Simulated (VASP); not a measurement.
VASP runs on Lu (space group P6_3/mmc) share one base input (PBE GGA, plane waves, VASP's PBE PAW potentials (set 64)) and change the settings named in each case.

**INCAR**
```
SYSTEM = Lu
PREC = Accurate
ENCUT = 300
EDIFF = 1E-6
NELM = 100
ALGO = Normal
LREAL = .FALSE.
LASPH = .TRUE.
ISMEAR = -1
SIGMA = 0.1
GGA = PE
LMAXMIX = 6
LWAVE = .FALSE.
LCHARG = .FALSE.
ISIF = 2
```

**POSCAR**
```
Lu
1
    1.7130750000    -2.9671330000     0.0000000000
    1.7130750000     2.9671330000     0.0000000000
    0.0000000000     0.0000000000     5.4328950000
Lu
2
Direct
  0.3333330000   0.6666670000   0.2500000000
  0.6666670000   0.3333330000   0.7500000000
```

**KPOINTS**
```
K-points
0
G
 10 10 6
```

POTCAR, in this order: Lu_3 (PBE.64 set). Program: vasp_std.

| change | E(σ→0) (eV/atom) | pressure (GPa) | −TS (eV) |
|---|---|---|---|
| base run | -4.4349 | 3.41 | -0.1034 |
| GGA = PS | -4.8705 | ? | ? |
| GGA_COMPAT = .FALSE., LNONCOLLINEAR = .TRUE., LSORBIT = .TRUE., MAGMOM = 0.0 0.0 0.0 0.0 0.0 0.0, program vasp_ncl (not converged) | -4.7805 | 2.54 | -0.1035 |
| KPOINTS 4×4×2 Γ-centred mesh | -4.4161 | 4.51 | -0.1040 |

Question: What belongs in the gaps?

Answer: 
- GGA = PS, pressure (GPa): 0.59
- GGA = PS, −TS (eV): -0.1032

Energies of different potentials or functionals have different zeros.  At 300 eV the pressure can carry a Pulay error.

Left out are runs that ran out of time, are held back, or changed the cell or the kind of run, fixed moments of cells without a moment, rows past the twelfth, gaps on odd meshes, pressures of charged cells and columns that move by less than the noise.

The structure is a typed Lu crystal (P6_3/mmc). The cell was not relaxed at this level, its lattice was scaled by up to 2.5 %.
